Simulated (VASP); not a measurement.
A cell of KF (rock salt) near equilibrium:

```
CELL_PARAMETERS angstrom
      0.00000     2.71031     2.71031
      2.71031     0.00000     2.71031
      2.71031     2.71031     0.00000
ATOMIC_POSITIONS crystal
  K  0.00000 0.00000 0.00000
  F  0.50000 0.50000 0.50000
```

Level of theory: PBE GGA, VASP's PBE PAW potentials (set 64) (plane waves; VASP).

```
run               ΔE (meV/atom)    σxx    σyy    σzz  largest shear component, with its sign (GPa)  gap (eV)
----------------  -------------  -----  -----  -----  --------------------------------------------  --------
as it is                    0.0  -0.02  -0.02  -0.02                                          0.00      5.95
after one change            4.6  -1.55  -1.55  -1.55                                          0.00      5.66
```
Stress is in GPa, positive when the cell is compressed; gaps are those on the k-mesh, and 0.00 means metallic.

Task: Which change was made?
A) shear strain γ_xz = -3.0 %
B) shear strain γ_xy = +4.0 %
C) isotropic strain of +2.0 %
D) shear strain γ_xy = -3.0 %

Result: C, isotropic strain of +2.0 %

The compound is KF in the rock salt structure.
